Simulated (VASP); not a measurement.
# La2RuN2 (I4/mmm) in VASP: further runs

Runs on La2RuN2. Level: PBE. Tasks: single point, relaxation of cell and atoms.

All numbers are computed with VASP 6.6.1; they aren't measurements. Logs are shortened: lines on timing, memory, paths and dates and some standing lists are left out, and cuts for length are marked.

## (1) The crystal as given

The structure is tetragonal, space group I4/mmm (No. 139). Conventional cell: a = 3.803 Å, b = 3.803 Å, c = 12.500 Å, α = 90.00°, β = 90.00°, γ = 90.00°. Around Ru (site symmetry 4/mmm) lie 2 N at 1.94 Å. La (site symmetry 4mm) has 5 N at 2.50 to 2.69 Å as nearest neighbours. N (site symmetry 4mm) is surrounded by 1 Ru at 1.94 Å.

The cell was built by a generator and needn't be a form met in nature.

## (2) Single point, PBE

File INCAR:

```
  ALGO = Normal
  EDIFF = 1E-7
  ENCUT = 520
  GGA = PE
  ISIF = 2
  ISMEAR = 1
  LASPH = T
  LCHARG = F
  LREAL = F
  LWAVE = F
  NBANDS = 31
  NELM = 60
  PREC = Accurate
  SIGMA = 0.0229
```

File KPOINTS:

```
k-points
0
Gamma
  7 7 7
```

File POSCAR:

```
La2RuN2
1.0
    0.0000000000      3.8026528280      0.0000000000
    3.8026528280      0.0000000000      0.0000000000
    1.9013264140      1.9013264140     -6.2498677453
Ru La N
1 2 2
Direct
    0.0000000000      0.0000000000      0.0000000000
    0.3556043310      0.3556043310      0.2887913381
    0.6443956690      0.6443956690      0.7112086619
    0.1555718761      0.1555718761      0.6888562477
    0.8444281239      0.8444281239      0.3111437523
```

Potentials or basis: VASP PAW PBE potentials, release 64 (Ru_pv, La, N).

Started as:

```
$ cat potpaw_PBE.64/Ru_pv/POTCAR potpaw_PBE.64/La/POTCAR potpaw_PBE.64/N/POTCAR > POTCAR
$ mpirun -np 1 vasp_std > vasp.out
```

OUTCAR:

```text
EDIFF = 1E-7
   ENCUT = 520
   GGA = PE
   ISIF = 2
   ISMEAR = 1
   LASPH = T
   LREAL = F
   NELM = 60
   PREC = Accurate

 ion  position               nearest neighbor table
   1  0.000  0.000  0.000-   4 1.94   5 1.94   3 3.24   2 3.24   3 3.24   2 3.24   2 3.24   3 3.24
                             3 3.24   2 3.24
   2  0.356  0.356  0.289-   4 2.50   5 2.69   5 2.69   5 2.69   5 2.69   1 3.24   1 3.24   1 3.24
                             1 3.24   3 3.61
   3  0.644  0.644  0.711-   5 2.50   4 2.69   4 2.69   4 2.69   4 2.69   1 3.24   1 3.24   1 3.24
                             1 3.24   2 3.61
   4  0.156  0.156  0.689-   1 1.94   2 2.50   3 2.69   3 2.69   3 2.69   3 2.69
   5  0.844  0.844  0.311-   1 1.94   3 2.50   2 2.69   2 2.69   2 2.69   2 2.69

  LATTYP: Found a body centered tetragonal cell.
 ALAT       =     3.8026528280
 C/A-ratio  =     3.2871093039

  Lattice vectors:

 A1 = (  -1.9013264140,   1.9013264140,   6.2498677453)
 A2 = (   1.9013264140,  -1.9013264140,   6.2498677453)
 A3 = (   1.9013264140,   1.9013264140,  -6.2498677453)

Analysis of symmetry for initial positions (statically):
=====================================================================
 Subroutine PRICEL returns:
 Original cell was already a primitive cell.

 Routine SETGRP: Setting up the symmetry group for a
 body centered tetragonal supercell.

 Subroutine GETGRP returns: Found 16 space group operations
 (whereof 16 operations were pure point group operations)
 out of a pool of 16 trial point group operations.

The static configuration has the point symmetry D_4h.

Analysis of symmetry for dynamics (positions and initial velocities):
=====================================================================
 Subroutine PRICEL returns:
 Original cell was already a primitive cell.

 Routine SETGRP: Setting up the symmetry group for a
 body centered tetragonal supercell.

 Subroutine GETGRP returns: Found 16 space group operations
 (whereof 16 operations were pure point group operations)
 out of a pool of 16 trial point group operations.

The dynamic configuration has the point symmetry D_4h.

 Subroutine INISYM returns: Found 16 space group operations
 (whereof 16 operations are pure point group operations),
 and found     1 'primitive' translations

----------------------------------------------------------------------------------------

                                     Primitive cell

  volume of cell :      90.3741

  direct lattice vectors                    reciprocal lattice vectors
     0.000000000  3.802652828  0.000000000     0.000000000  0.262974309  0.080001693
     3.802652828  0.000000000  0.000000000     0.262974309  0.000000000  0.080001693
     1.901326414  1.901326414 -6.249867745     0.000000000  0.000000000 -0.160003386

  length of vectors
     3.802652828  3.802652828  6.803743903     0.274874077  0.274874077  0.160003386

  position of ions in fractional coordinates (direct lattice)
     0.000000000  0.000000000  0.000000000
     0.355604331  0.355604331  0.288791338
     0.644395669  0.644395669  0.711208662
     0.155571876  0.155571876  0.688856248
     0.844428124  0.844428124  0.311143752

  ion indices of the primitive-cell ions
   primitive index   ion index
                 1           1
                 2           2
                 3           3
                 4           4
                 5           5

----------------------------------------------------------------------------------------

 KPOINTS: k-points

Automatic generation of k-mesh.
 Grid dimensions read from file:
 generate k-points for:    7    7    7

 Generating k-lattice:

  Cartesian coordinates                     Fractional coordinates (reciprocal lattice)
     0.000000000  0.037567758  0.011428813     0.142857143  0.000000000  0.000000000
     0.037567758  0.000000000  0.011428813     0.000000000  0.142857143  0.000000000
     0.000000000  0.000000000 -0.022857627     0.000000000  0.000000000  0.142857143

  Length of vectors
     0.039267725  0.039267725  0.022857627

  Shift w.r.t. Gamma in fractional coordinates (k-lattice)
     0.000000000  0.000000000  0.000000000

 Subroutine IBZKPT returns following result:
 ===========================================

 Found     40 irreducible k-points:

 Following reciprocal coordinates:
            Coordinates               Weight
  0.000000  0.000000  0.000000      1.000000
  0.142857  0.000000  0.000000      8.000000
  0.285714  0.000000 -0.000000      8.000000
  0.428571  0.000000 -0.000000      8.000000
  0.142857  0.142857  0.000000      8.000000
  0.285714  0.142857 -0.000000     16.000000
[... 16 lines left out ...]
  0.285714  0.285714  0.142857      8.000000
  0.428571  0.285714  0.142857     16.000000
 [... further k-points ...]
   k-points           NKPTS =     40   k-points in BZ     NKDIM =     40   number of bands    NBANDS=     31
   number of dos      NEDOS =    301   number of ions     NIONS =      5
   total plane-waves  NPLWV =  42336
   dimension x,y,z NGX =    28 NGY =   28 NGZ =   54
   dimension x,y,z NGXF=    56 NGYF=   56 NGZF=  108
   ions per type =               1   2   2
   NGX,Y,Z   is equivalent  to a cutoff of  12.24, 12.24, 13.19 a.u.
   NGXF,Y,Z  is equivalent  to a cutoff of  24.48, 24.48, 26.39 a.u.
 SYSTEM =  unknown system
   PREC   = accura    normal or accurate (medium, high low for compatibility)
   ISTART =      0    job   : 0-new  1-cont  2-samecut
   ICHARG =      2    charge: 1-file 2-atom 10-const
   ISPIN  =      1    spin polarized calculation?
   LNONCOLLINEAR =      F non collinear calculations
   LSORBIT =      F    spin-orbit coupling
   LASPH  =      T    aspherical Exc in radial PAW
   ENCUT  =  520.0 eV  38.22 Ry    6.18 a.u.   7.07  7.07 12.65*2*pi/ulx,y,z
   NELM   =     60;   NELMIN=  2; NELMDL= -5     # of ELM steps
   EDIFF  = 0.1E-06   stopping-criterion for ELM
   LREAL  =      F    real-space projection
   EDIFFG = 0.1E-05   stopping-criterion for IOM
   NSW    =      0    number of steps for IOM
   IBRION =     -1    ionic relax: 0-MD 1-quasi-New 2-CG
   NFREE  =      0    steps in history (QN), initial steepest desc. (CG)
   ISIF   =      2    stress and relaxation
   ISYM   =      2    0-nonsym 1-usesym 2-fastsym
   POTIM  = 0.5000    time-step for ionic-motion
   TEBEG  =    0.0;   TEEND  =   0.0 temperature during run
   PSTRESS=    0.0 pullay stress
   NELECT =      46.0000    total number of electrons
   NUPDOWN=      -1.0000    fix difference up-down
   EMIN   =  10.00;   EMAX   =-10.00  energy-range for DOS
   EFERMI =   0.00;   METHOD = LEGACY
   ISMEAR =     1;   SIGMA  =   0.02  broadening in eV -4-tet -1-fermi 0-gaus
   EFERMI_NEDOS =   21; number of points for ismear=-14 and -15
   IALGO  =     38    algorithm
   IMIX   =      4    mixing-type and parameters
     AMIX     =   0.40;   BMIX     =  1.00
     AMIX_MAG =   1.60;   BMIX_MAG =  1.00
  volume/ion in A,a.u.               =      18.07       121.97
  Fermi-wavevector in a.u.,A,eV,Ry     =   1.307112  2.470083 23.246113  1.708541
  Thomas-Fermi vector in A             =   2.437868
   LORBIT       =      0    0 simple, 1 ext, 2 COOP (PROOUT), +10 PAW based schemes
   GGA     = PE    functional components
   LHFCALC =     F    Hartree Fock is set to
   AEXX    =    0.0000 exact exchange contribution
   IVDW    =     0    specifies the selected vdW correction
   LEPSILON=     F    determine dielectric tensor
   LRPA    =     F    only Hartree local field effects (RPA)
 non-spin polarized calculation
 Methfessel and Paxton  Order N= 1 SIGMA  =   0.02
  energy-cutoff  :      520.00
  volume of cell :       90.37
 maximum number of plane-waves:      2447
   NGX = 15   NGY = 15   NGZ = 25

 number of electron      45.9999997 magnetization

 Free energy of the ion-electron system (eV)
  ---------------------------------------------------
  ext. energy  EPLUGINS =         0.00000000
  ---------------------------------------------------
  free energy    TOTEN  =       -40.19570482 eV

  energy without entropy =      -40.19564459  energy(sigma->0) =      -40.19568474

 E-fermi :   9.0664     XC(G=0): -11.0985

 val. band max:        9.0615786255   @ k =  -0.1429  -0.1429   0.1429
 cond. band min:       9.0722743020   @ k =   0.4286   0.2857   0.1429
 fundamental gap:      0.0106956765
 Fermi energy:         9.0663901245

 k-point     1 :       0.0000    0.0000    0.0000
  band No.  band energies     occupation
      1     -33.9723      2.00000
      2     -33.1244      2.00000
      3     -33.1244      2.00000
      4     -22.9623      2.00000
      5     -22.7562      2.00000
      6      -7.6604      2.00000
[... 23 lines left out ...]
     30      11.7408      0.00000
     31      11.9501      0.00000

 k-point     2 :       0.1429    0.0000    0.0000
  band No.  band energies     occupation
      1     -33.9721      2.00000
      2     -33.1267      2.00000
      3     -33.1243      2.00000
      4     -22.9397      2.00000
      5     -22.7536      2.00000
      6      -7.6771      2.00000
[... 23 lines left out ...]
     30      11.8022      0.00000
     31      12.0447      0.00000

 k-point     3 :       0.2857    0.0000   -0.0000
  band No.  band energies     occupation
      1     -33.9715      2.00000
      2     -33.1318      2.00000
      3     -33.1238      2.00000
      4     -22.8843      2.00000
      5     -22.7519      2.00000
      6      -7.8501      2.00000
[... 23 lines left out ...]
     30      11.9152      0.00000
     31      12.1115      0.00000

 k-point     4 :       0.4286    0.0000   -0.0000
  band No.  band energies     occupation
      1     -33.9710      2.00000
      2     -33.1359      2.00000
      3     -33.1235      2.00000
      4     -22.8274      2.00000
      5     -22.7626      2.00000
      6      -8.1070      2.00000
[... 635 lines left out ...]
     30      11.8770      0.00000
     31      12.0335      0.00000

 k-point    23 :       0.2857    0.2857    0.1429
  band No.  band energies     occupation
      1     -33.9707      2.00000
      2     -33.1311      2.00000
      3     -33.1308      2.00000
      4     -22.8290      2.00000
      5     -22.7300      2.00000
      6      -7.7615      2.00000
[... 23 lines left out ...]
     30      11.8556      0.00000
     31      11.9903      0.00000

 k-point    24 :       0.4286    0.2857    0.1429
  band No.  band energies     occupation
      1     -33.9703      2.00000
      2     -33.1349      2.00000
      3     -33.1305      2.00000
      4     -22.7871      2.00000
      5     -22.7285      2.00000
      6      -7.7286      2.00000
[... 23 lines left out ...]
     30      11.9288      0.00000
     31      11.9927      0.00000

 [... further k-points ...]

------------------------ aborting loop because EDIFF is reached ----------------------------------------

  FORCE on cell =-STRESS in cart. coord.  units (eV):
  Direction    XX          YY          ZZ          XY          YZ          ZX
  --------------------------------------------------------------------------------------
  -------------------------------------------------------------------------------------
  Total       -0.1309528     -0.1309528     -0.0818414      0.0000000     -0.0000000      0.0000000
  in kB       -2.3215676     -2.3215676     -1.4509071      0.0000000     -0.0000000      0.0000000
  external PRESSURE =      -2.0313474 kB  Pullay stress =       0.0000000 kB

 VOLUME and BASIS-vectors are now :
 -----------------------------------------------------------------------------
  energy-cutoff  :      520.00
  volume of cell :       90.37
      direct lattice vectors                 reciprocal lattice vectors
     0.000000000  3.802652828  0.000000000     0.000000000  0.262974309  0.080001693
     3.802652828  0.000000000  0.000000000     0.262974309  0.000000000  0.080001693
     1.901326414  1.901326414 -6.249867745     0.000000000  0.000000000 -0.160003386

 POSITION                                       TOTAL-FORCE (eV/Angst)
 -----------------------------------------------------------------------------------
      0.00000      0.00000      0.00000         0.000000     -0.000000      0.000000
      1.90133      1.90133     -1.80491        -0.000000      0.000000     -0.012368
      3.80265      3.80265     -4.44496        -0.000000     -0.000000      0.012368
      1.90133      1.90133     -4.30526        -0.000000     -0.000000      0.014625
      3.80265      3.80265     -1.94461        -0.000000     -0.000000     -0.014625
 -----------------------------------------------------------------------------------
    total drift:                               -0.000000      0.000000      0.000000

  FREE ENERGIE OF THE ION-ELECTRON SYSTEM (eV)
  ---------------------------------------------------
  free  energy   TOTEN  =       -40.1957048198 eV

  energy  without entropy=      -40.1956445884  energy(sigma->0) =      -40.19568474
```

Run time: 2 min. Hardware: 1 thread of Intel Xeon Platinum 8488C (Sapphire Rapids), shared host; peak memory 0.27 GiB.

What came out:

```yaml
Free_energy: -40.1957 eV
Pressure: -0.2 GPa
Largest_force: 0.015 eV/Å
Band_gap_on_the_k_mesh: none (metal or under the smearing width)
```

Forces on the atoms (eV/Å):
```
Ru   0.000  0.000  0.000
La   0.000  0.000 -0.012
La   0.000  0.000  0.012
N    0.000  0.000  0.015
N    0.000  0.000 -0.015
```

Stress tensor (GPa, compression positive):
```
-0.23  0.00  0.00
 0.00 -0.23  0.00
 0.00  0.00 -0.15
```

Levels at points of the mesh, in eV from the Fermi level:
```tsv
k point	band 19	band 20	band 21	band 22	band 23	band 24	band 25	band 26	band 27	band 28
(0.00, 0.00, 0.00)	-2.04	-2.04	-1.95	-1.09	-0.31	-0.07	-0.07	2.14	2.21	2.59
```

The run has no spin-orbit coupling, so splittings on La are missing.

## (3) Relaxation of cell and atoms, PBE

This run uses another cell than the first one, of 18.82 Å³/atom, 1.041 times its volume.

File INCAR:

```
SYSTEM = La2RuN2
ALGO     = Fast           ! electronic algorithm
EDIFF    = 1E-6           ! SCF threshold, eV
EDIFFG   = -0.03          ! ionic threshold
ENCUT    = 600            ! plane-wave cutoff, eV
GGA      = PE             ! functional
IBRION   = 2              ! ionic algorithm
ISIF     = 3              ! what is computed and relaxed
ISMEAR   = 1              ! smearing method
LASPH    = .TRUE.         ! aspherical terms in the spheres
LCHARG   = .FALSE.        ! write CHGCAR
LREAL    = .FALSE.        ! projectors in reciprocal space
LWAVE    = .FALSE.        ! write WAVECAR
NELM     = 60             ! most SCF steps
NSW      = 80             ! ionic steps
PREC     = Accurate       ! precision mode
SIGMA    = 0.0229         ! smearing width, eV
```

File KPOINTS:

```
k-points
0
G
  7 7 7
  0 0 0
```

File POSCAR:

```
La2RuN2
1.0
    0.0000000000      3.7626240000      0.0000000000
    3.7626240000      0.0000000000      0.0000000000
    1.8813120000      1.8813120000     -6.6455170000
Ru La N
1 2 2
Direct
    0.0000000000      0.0000000000      0.0000000000
    0.3360000000      0.3360000000      0.3280000000
    0.6640000000      0.6640000000      0.6720000000
    0.1455000000      0.1455000000      0.7090000000
    0.8545000000      0.8545000000      0.2910000000
```

Potentials or basis: VASP PAW PBE potentials, release 64 (Ru_pv, La, N).

Started as:

```
$ cat potpaw_PBE.64/Ru_pv/POTCAR potpaw_PBE.64/La/POTCAR potpaw_PBE.64/N/POTCAR > POTCAR
$ mpirun -np 1 vasp_std > vasp.out
```

Wall time 66 min (1 thread of Intel Xeon Platinum 8488C (Sapphire Rapids), shared host); peak memory 0.43 GiB.

Results (log left out):

```
Free energy                            : -40.2032 eV
Relaxed volume                         : 18.03 Å³/atom
Relaxed cell                           : a = 3.798 Å, b = 3.798 Å, c = 6.805 Å, α = 73.80°, β = 73.80°, γ = 90.00°
Space group after relaxing (to 0.05 Å) : I4/mmm (No. 139)
Energy gained by relaxing              : 168.1 meV/atom
Ionic steps                            : 10
Pressure after relaxing                : 0.0 GPa
Largest force after relaxing           : 0.029 eV/Å
Band gap on the k mesh                 : none (metal or under the smearing width)
```

Forces on the atoms (eV/Å):
```
Ru   0.000  0.000  0.000
La   0.000  0.000  0.029
La   0.000  0.000 -0.029
N    0.000  0.000 -0.015
N    0.000  0.000  0.015
```

Stress tensor (GPa, compression positive):
```
 0.02  0.00  0.00
 0.00  0.02  0.00
 0.00  0.00 -0.19
```

Step by step:
```csv
step,energy change (eV),largest force (eV/Å),pressure (GPa),volume (Å³)
1,0.0000,2.4100,-2.00,94.08
2,-0.5255,1.4518,1.84,90.90
3,-0.6695,1.6013,5.67,88.45
4,-0.7881,0.5982,-2.65,91.87
5,-0.8120,0.4283,-0.40,90.82
6,-0.8120,0.4072,-0.53,90.87
7,-0.8262,0.2825,-0.27,90.51
8,-0.8387,0.0230,0.31,89.82
9,-0.8388,0.0281,0.37,89.78
10,-0.8403,0.0293,-0.05,90.17
```

Final structure:
```cif
data_structure
_symmetry_space_group_name_H-M 'P 1'
_symmetry_Int_Tables_number 1
_cell_length_a 3.7976
_cell_length_b 3.7976
_cell_length_c 6.8046
_cell_angle_alpha 73.797
_cell_angle_beta 73.797
_cell_angle_gamma 90.000
_cell_volume 90.17
loop_
_atom_site_label
_atom_site_type_symbol
_atom_site_fract_x
_atom_site_fract_y
_atom_site_fract_z
_atom_site_occupancy
Ru1 Ru 0.00000 0.00000 0.00000 1
La1 La 0.35540 0.35540 0.28920 1
La2 La 0.64460 0.64460 0.71080 1
N1 N 0.15566 0.15566 0.68868 1
N2 N 0.84434 0.84434 0.31132 1
```

Levels at points of the mesh, in eV from the Fermi level:
| k point | band 19 | band 20 | band 21 | band 22 | band 23 | band 24 | band 25 | band 26 | band 27 |
| --- | --- | --- | --- | --- | --- | --- | --- | --- | --- |
| (0.00, 0.00, 0.00) | -2.04 | -2.04 | -1.94 | -1.08 | -0.31 | -0.07 | -0.07 | 2.16 | 2.22 |

The run has no spin-orbit coupling, so splittings on La are missing.
